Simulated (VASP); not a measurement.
Input:

```
CELL_PARAMETERS angstrom
      2.67827     0.00000     0.00000
     -1.33913     2.31945     0.00000
      0.00000     0.00000     6.75540
ATOMIC_POSITIONS crystal
  Cu 0.33333 0.66667 0.04770
  Cu 0.66667 0.33333 0.54770
  F  0.33333 0.66667 0.32730
  F  0.66667 0.33333 0.82730
```

Level of theory: PBEsol GGA, VASP's PBE PAW potentials (set 64) (plane waves; VASP). Settings: 620 eV cut-off, 9×9×4 Γ-centred mesh, Gaussian smearing of 0.050 eV, potentials Cu F.

**Question.** Predict the energy per atom (σ→0), pressure.

**Answer.** 
```
Item                           Result
---------------------  --------------
energy per atom (σ→0)  -3.996 eV/atom
pressure                     5.04 GPa
```

The structure was generated: CuF was put into the wurtzite type (P6_3mc), which need not be its known phase. It was relaxed first under an external pressure of 5 GPa.
